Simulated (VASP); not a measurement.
# MnO2 (Pyrolusite): hyperfine terms and field gradients, part 2 of 4

Aim: the hyperfine contact terms and the field gradients at the nuclei of MnO2 (Pyrolusite), by functional. The start is a cell from a database of measured crystal structures.

VASP 6.6.1, plane waves and PAW; the level of theory is named at each step.

So far: The starting structure; Local probes at PBE.

### Step 2. Local probes at PBE (continued)

Level of this step: PBE, DFT+U (Mn d 4.5 eV), spin-polarised from a ferromagnetic start; plane waves and PAW (Mn_pv, O) (VASP).

OUTCAR, selected parts (step 2):

```text
ion  position               nearest neighbor table
   1  0.500  0.500  0.500-   4 1.88   6 1.88   4 1.88   6 1.88   5 1.90   3 1.90
   2  0.000  0.000  0.000-   3 1.88   5 1.88   3 1.88   5 1.88   4 1.90   6 1.90
   3  0.805  0.195  0.500-   2 1.88   2 1.88   1 1.90
   4  0.695  0.695  0.000-   1 1.88   1 1.88   2 1.90
   5  0.195  0.805  0.500-   2 1.88   2 1.88   1 1.90
   6  0.305  0.305  0.000-   1 1.88   1 1.88   2 1.90

  LATTYP: Found a simple tetragonal cell.
 ALAT       =     4.3983000000
 C/A-ratio  =     0.6532069209

 Subroutine GETGRP returns: Found 16 space group operations
 (whereof  8 operations were pure point group operations)

The static configuration has the point symmetry D_2h.
 The point group associated with its full space group is D_4h.

 Found     60 irreducible k-points:

   k-points           NKPTS =     60   k-points in BZ     NKDIM =     60   number of bands    NBANDS=     39

   dimension x,y,z NGX =    36 NGY =   36 NGZ =   24
   dimension x,y,z NGXF=    72 NGYF=   72 NGZF=   48

   ENCUT  =  560.0 eV  41.16 Ry    6.42 a.u.   8.49  8.49  5.54*2*pi/ulx,y,z

   NELECT =      50.0000    total number of electrons

 k-points in reciprocal lattice and weights: Automatic mesh
   0.00000000  0.00000000  0.00000000       0.003
   0.16666667  0.00000000  0.00000000       0.011
   0.33333333  0.00000000  0.00000000       0.011
   0.50000000  0.00000000  0.00000000       0.006
   0.16666667  0.16666667  0.00000000       0.011
   0.33333333  0.16666667  0.00000000       0.022
   0.50000000  0.16666667  0.00000000       0.011
   0.33333333  0.33333333  0.00000000       0.011
   0.50000000  0.33333333  0.00000000       0.011
[...]
0.50000000  0.33333333  0.50000000       0.011
   0.50000000  0.50000000  0.50000000       0.003

atom =   1  type =  1  l = 2

 onsite density matrix

spin component  1

  0.6406  0.0000 -0.1888  0.0000 -0.0000
  0.0000  0.7412  0.0000 -0.2266  0.0000
 -0.1888  0.0000  0.8443  0.0000 -0.0000
  0.0000 -0.2266  0.0000  0.7412  0.0000
 -0.0000  0.0000 -0.0000  0.0000  0.9742

spin component  2

  0.2318  0.0000  0.1095  0.0000 -0.0000
  0.0000  0.2200  0.0000  0.1180  0.0000
  0.1095  0.0000  0.1376  0.0000 -0.0000
  0.0000  0.1180  0.0000  0.2200  0.0000
 -0.0000  0.0000 -0.0000  0.0000  0.1072

 occupancies and eigenvectors

  o =  0.0655  v =  0.0000  0.0000  0.0000  0.0000  0.0000 -0.5499  0.0000  0.8352  0.0000  0.0000      0.0000  0.0000  0.0000  0.0000  0.0000  0.0000  0.0000  0.0000  0.0000  0.0000
  o =  0.1020  v =  0.0000  0.0000  0.0000  0.0000  0.0000  0.0000  0.7071  0.0000 -0.7071 -0.0000      0.0000  0.0000  0.0000  0.0000  0.0000  0.0000  0.0000  0.0000  0.0000  0.0000
  o =  0.1072  v =  0.0000  0.0000  0.0000  0.0000  0.0000 -0.0000 -0.0000  0.0000  0.0000 -1.0000      0.0000  0.0000  0.0000  0.0000  0.0000  0.0000  0.0000  0.0000  0.0000  0.0000
  o =  0.3039  v =  0.0000  0.0000  0.0000  0.0000  0.0000 -0.8352  0.0000 -0.5499  0.0000  0.0000      0.0000  0.0000  0.0000  0.0000  0.0000  0.0000  0.0000  0.0000  0.0000  0.0000
  o =  0.3380  v =  0.0000  0.0000  0.0000  0.0000  0.0000  0.0000  0.7071  0.0000  0.7071 -0.0000      0.0000  0.0000  0.0000  0.0000  0.0000  0.0000  0.0000  0.0000  0.0000  0.0000
  o =  0.5146  v =  0.0000 -0.7071  0.0000 -0.7071  0.0000  0.0000  0.0000  0.0000  0.0000  0.0000      0.0000  0.0000  0.0000  0.0000  0.0000  0.0000  0.0000  0.0000  0.0000  0.0000
  o =  0.5279  v =  0.8587  0.0000  0.5124  0.0000  0.0000  0.0000  0.0000  0.0000  0.0000  0.0000      0.0000  0.0000  0.0000  0.0000  0.0000  0.0000  0.0000  0.0000  0.0000  0.0000
  o =  0.9569  v =  0.5124 -0.0000 -0.8587  0.0000 -0.0000  0.0000  0.0000  0.0000  0.0000  0.0000      0.0000  0.0000  0.0000  0.0000  0.0000  0.0000  0.0000  0.0000  0.0000  0.0000
  o =  0.9677  v =  0.0000  0.7071  0.0000 -0.7071 -0.0000  0.0000  0.0000  0.0000  0.0000  0.0000      0.0000  0.0000  0.0000  0.0000  0.0000  0.0000  0.0000  0.0000  0.0000  0.0000
  o =  0.9742  v =  0.0000  0.0000 -0.0000  0.0000  1.0000  0.0000  0.0000  0.0000  0.0000  0.0000      0.0000  0.0000  0.0000  0.0000  0.0000  0.0000  0.0000  0.0000  0.0000  0.0000

atom =   2  type =  1  l = 2

 onsite density matrix

spin component  1

  0.6406  0.0000  0.1888  0.0000  0.0000
  0.0000  0.7412  0.0000  0.2266  0.0000
  0.1888  0.0000  0.8443  0.0000 -0.0000
  0.0000  0.2266  0.0000  0.7412  0.0000
  0.0000  0.0000 -0.0000  0.0000  0.9742

spin component  2

  0.2318  0.0000 -0.1095  0.0000 -0.0000
  0.0000  0.2200  0.0000 -0.1180  0.0000
 -0.1095  0.0000  0.1376  0.0000 -0.0000
  0.0000 -0.1180  0.0000  0.2200  0.0000
 -0.0000  0.0000 -0.0000  0.0000  0.1072

 occupancies and eigenvectors

  o =  0.0655  v =  0.0000  0.0000  0.0000  0.0000  0.0000 -0.5499 -0.0000 -0.8352  0.0000 -0.0000      0.0000  0.0000  0.0000  0.0000  0.0000  0.0000  0.0000  0.0000  0.0000  0.0000
  o =  0.1020  v =  0.0000  0.0000  0.0000  0.0000  0.0000  0.0000 -0.7071  0.0000 -0.7071  0.0000      0.0000  0.0000  0.0000  0.0000  0.0000  0.0000  0.0000  0.0000  0.0000  0.0000
  o =  0.1072  v =  0.0000  0.0000  0.0000  0.0000  0.0000 -0.0000  0.0000 -0.0000  0.0000  1.0000      0.0000  0.0000  0.0000  0.0000  0.0000  0.0000  0.0000  0.0000  0.0000  0.0000
  o =  0.3039  v =  0.0000  0.0000  0.0000  0.0000  0.0000 -0.8352 -0.0000  0.5499  0.0000 -0.0000      0.0000  0.0000  0.0000  0.0000  0.0000  0.0000  0.0000  0.0000  0.0000  0.0000
  o =  0.3380  v =  0.0000  0.0000  0.0000  0.0000  0.0000  0.0000  0.7071  0.0000 -0.7071 -0.0000      0.0000  0.0000  0.0000  0.0000  0.0000  0.0000  0.0000  0.0000  0.0000  0.0000
  o =  0.5146  v =  0.0000  0.7071 -0.0000 -0.7071 -0.0000  0.0000  0.0000  0.0000  0.0000  0.0000      0.0000  0.0000  0.0000  0.0000  0.0000  0.0000  0.0000  0.0000  0.0000  0.0000
  o =  0.5279  v = -0.8587  0.0000  0.5124 -0.0000  0.0000  0.0000  0.0000  0.0000  0.0000  0.0000      0.0000  0.0000  0.0000  0.0000  0.0000  0.0000  0.0000  0.0000  0.0000  0.0000
  o =  0.9569  v = -0.5124 -0.0000 -0.8587  0.0000 -0.0000  0.0000  0.0000  0.0000  0.0000  0.0000      0.0000  0.0000  0.0000  0.0000  0.0000  0.0000  0.0000  0.0000  0.0000  0.0000
  o =  0.9677  v =  0.0000 -0.7071 -0.0000 -0.7071  0.0000  0.0000  0.0000  0.0000  0.0000  0.0000      0.0000  0.0000  0.0000  0.0000  0.0000  0.0000  0.0000  0.0000  0.0000  0.0000
  o =  0.9742  v =  0.0000 -0.0000  0.0000 -0.0000 -1.0000  0.0000  0.0000  0.0000  0.0000  0.0000      0.0000  0.0000  0.0000  0.0000  0.0000  0.0000  0.0000  0.0000  0.0000  0.0000

 the core state eigenenergies are
   1-  1s  -6419.2238  2s   -734.4441  2p   -620.6497  3s    -75.4221
   2-  1s  -6419.2238  2s   -734.4441  2p   -620.6497  3s    -75.4221
   3-  1s   -499.9711
   4-  1s   -499.9711
   5-  1s   -499.9711
   6-  1s   -499.9711

 E-fermi :   5.0987

 spin component 1
 k-point     1 :       0.0000    0.0000    0.0000
  band No.  band energies     occupation
    ...
     25       3.9767      1.00000
     26       4.5047      0.99999
     27       4.5047      0.99999
     28       4.6902      0.99972
     29       5.0721      0.62968
     30       7.9651      0.00000
     31       7.9651      0.00000
     32       8.4918      0.00000
     33      13.1666      0.00000
     34      16.4692      0.00000
    ...

 k-point     2 :       0.1667    0.0000    0.0000
  band No.  band energies     occupation
    ...
     24       3.7573      1.00000
     25       3.9584      1.00000
     26       3.9616      1.00000
     27       4.2336      1.00000
     28       4.9486      0.95259
     29       5.5310      0.00018
     30       7.9107      0.00000
     31       7.9316      0.00000
     32       8.3928      0.00000
     33      13.5607      0.00000
    ...

 k-point     3 :       0.3333    0.0000    0.0000
  band No.  band energies     occupation
    ...
     24       3.5032      1.00000
     25       3.7233      1.00000
     26       3.8279      1.00000
     27       3.9733      1.00000
     28       4.6292      0.99992
     29       6.5174      0.00000
     30       7.8158      0.00000
     31       7.8531      0.00000
     32       8.0436      0.00000
     33      14.5112      0.00000
    ...

 k-point     4 :       0.5000    0.0000    0.0000
  band No.  band energies     occupation
    ...
     24       3.4510      1.00000
     25       3.4805      1.00000
     26       3.4805      1.00000
     27       4.2498      1.00000
     28       4.2498      1.00000
     29       7.3990      0.00000
     30       7.3990      0.00000
     31       7.7919      0.00000
     32       7.7919      0.00000
     33      15.5705      0.00000
    ...

 k-point     5 :       0.1667    0.1667    0.0000
  band No.  band energies     occupation
    ...
     24       3.4510      1.00000
     25       3.7488      1.00000
     26       3.9217      1.00000
     27       4.5572      0.99998
     28       4.8858      0.98603
     29       5.6493      0.00002
     30       7.8370      0.00000
     31       7.9542      0.00000
     32       8.2686      0.00000
     33      13.9292      0.00000
    ...

 k-point     6 :       0.3333    0.1667    0.0000
  band No.  band energies     occupation
    ...
     24       3.1525      1.00000
     25       3.6095      1.00000
     26       3.7481      1.00000
     27       4.4092      1.00000
     28       4.7093      0.99959
     29       6.3457      0.00000
     30       7.7882      0.00000
     31       7.8635      0.00000
     32       7.9075      0.00000
     33      14.8180      0.00000
    ...

  Total        3.9029820      3.9029820      5.6469501     -0.0000000      0.0000000      0.0000000
  in kB      112.5127681    112.5127681    162.7868083     -0.0000000      0.0000000      0.0000000
  external PRESSURE =     129.2707815 kB  Pullay stress =       0.0000000 kB

  energy-cutoff  :      560.00
  volume of cell :       55.58
      direct lattice vectors                 reciprocal lattice vectors
     4.398300000  0.000000000  0.000000000     0.227360571  0.000000000  0.000000000
     0.000000000  4.398300000  0.000000000     0.000000000  0.227360571  0.000000000
     0.000000000  0.000000000  2.873000000     0.000000000  0.000000000  0.348068221

 POSITION                                       TOTAL-FORCE (eV/Angst)
 -----------------------------------------------------------------------------------
      2.19915      2.19915      1.43650        -0.000000     -0.000000      0.000000
      0.00000      0.00000      0.00000        -0.000000     -0.000000      0.000000
      3.54129      0.85701      1.43650        -0.088217      0.088217     -0.000000
      3.05616      3.05616      0.00000         0.088217      0.088217     -0.000000
      0.85701      3.54129      1.43650         0.088217     -0.088217      0.000000
      1.34214      1.34214      0.00000        -0.088217     -0.088217      0.000000
 -----------------------------------------------------------------------------------
    total drift:                                0.000000      0.000000      0.000000

  FREE ENERGIE OF THE ION-ELECTRON SYSTEM (eV)
  ---------------------------------------------------
  free  energy   TOTEN  =       -41.4925987422 eV

  energy  without entropy=      -41.4898923469  energy(sigma->0) =      -41.49124554

 Electric field gradients after diagonalization (V/A^2)
 (convention: |V_zz| > |V_xx| > |V_yy|)
----------------------------------------------------------------------
 ion       V_xx      V_yy      V_zz     asymmetry (V_yy - V_xx)/ V_zz
----------------------------------------------------------------------
   1      14.983     0.234   -15.217       0.969
   2      14.983     0.234   -15.217       0.969
   3      77.740    45.464  -123.204       0.262
   4      77.740    45.464  -123.204       0.262
   5      77.740    45.464  -123.204       0.262
   6      77.740    45.464  -123.204       0.262
----------------------------------------------------------------------

 Fermi contact (isotropic) hyperfine coupling parameter (MHz)
 -------------------------------------------------------------
  ion      A_pw      A_1PS     A_1AE     A_1c      A_tot
 -------------------------------------------------------------
   1      13.758    13.756     7.579   -12.312     7.582
   2      13.758    13.756     7.579   -12.312     7.582
   3      -0.207    -0.207    -0.424     0.200    -0.424
   4      -0.207    -0.207    -0.424     0.200    -0.424
   5      -0.207    -0.207    -0.424     0.200    -0.424
   6      -0.207    -0.207    -0.424     0.200    -0.424
 -------------------------------------------------------------

 Total hyperfine coupling parameters after diagonalization (MHz)
 (convention: |A_zz| > |A_xx| > |A_yy|)
 ----------------------------------------------------------------------
  ion      A_xx      A_yy      A_zz     asymmetry (A_yy - A_xx)/ A_zz
 ----------------------------------------------------------------------
   1       7.544     7.425     7.776      -0.015
   2       7.544     7.425     7.776      -0.015
   3      -1.089     0.986    -1.167      -1.778
   4      -1.089     0.986    -1.167      -1.778
   5      -1.089     0.986    -1.167      -1.778
   6      -1.089     0.986    -1.167      -1.778
 ---------------------------------------------------------------------

 total charge
# of ion       s       p       d       tot
------------------------------------------
    1        0.361   6.481   4.825  11.666
    2        0.361   6.481   4.825  11.666
    3        1.566   3.490   0.000   5.056
    4        1.566   3.490   0.000   5.056
    5        1.566   3.490   0.000   5.056
    6        1.566   3.490   0.000   5.056
--------------------------------------------------
tot          6.985  26.920   9.650  43.556

 magnetization (x)
# of ion       s       p       d       tot
------------------------------------------
    1        0.019   0.031   3.022   3.072
    2        0.019   0.031   3.022   3.072
    3       -0.003  -0.053   0.000  -0.056
    4       -0.003  -0.053   0.000  -0.056
    5       -0.003  -0.053   0.000  -0.056
    6       -0.003  -0.053   0.000  -0.056
--------------------------------------------------
tot          0.028  -0.150   6.045   5.922

[... 6 further parts left out ...]
```

The magnetic state follows from one typed start and may not be the lowest. These are scalar-relativistic Kohn-Sham levels of the ground state, with no core hole, so they are not binding energies. The atoms bear forces, and field gradients depend strongly on their positions.

This step gave:

```yaml
free_energy_toten: -41.49 eV
energy_at_zero_smearing: -41.49 eV
fermi_energy: 5.099 eV
pressure: 12.93 GPa
moment_of_the_cell_from_the_last_line_of_the_log: 6.027 μB
```

Spin moment in the PAW sphere by atom:

```csv
atom,spin moment in the PAW sphere (μB)
Mn1,3.07
Mn2,3.07
O3,-0.06
O4,-0.06
O5,-0.06
O6,-0.06
```

For a gyromagnetic ratio of 1 MHz/T at every nucleus. The program has divided the terms by the spin of the whole cell, so they fall as a cell holds more magnetic ions. A_tot leaves out the core's term, which the program lists beside it. Hyperfine Fermi contact, by row:

```csv
atom,A_tot (MHz),core term A_1c (MHz),"contact term, their sum (MHz)"
Mn1,7.582,-12.31,-4.73
Mn2,7.582,-12.31,-4.73
O3,-0.424,0.2,-0.224
O4,-0.424,0.2,-0.224
O5,-0.424,0.2,-0.224
O6,-0.424,0.2,-0.224
```

The two shallowest core shells; atoms whose shallowest level rounds to another's at 0.01 eV are left out. Core levels, by row:

```csv
atom,shell,level below the Fermi level (eV)
Mn1,2p,625.7
Mn1,3s,80.52
O3,1s,505.1
```

Ordered as |Vzz| ≥ |Vxx| ≥ |Vyy|, the program's way. Electric field gradients, by row:

```csv
atom,Vxx (V/Å²),Vyy (V/Å²),Vzz (V/Å²),asymmetry
Mn1,14.98,0.234,-15.22,0.969
Mn2,14.98,0.234,-15.22,0.969
O3,77.74,45.46,-123.2,0.262
O4,77.74,45.46,-123.2,0.262
O5,77.74,45.46,-123.2,0.262
O6,77.74,45.46,-123.2,0.262
```

The largest gradient is -123.2 V/Å², at O3.

(Part 2 of 4 ends here.)

[Lines on the potential files, build, host, timing and source positions are cut from VASP's logs without a mark.]

[Logs are printed without paths, hosts, clocks, repeated set-up lines and the standing remarks that a program may print on its own settings, such as how far it seeks lower states.]

[Hosts, paths, dates, database ids (printed as entryN), source tags and the programs' standing remarks are cut or masked in the printed files.]
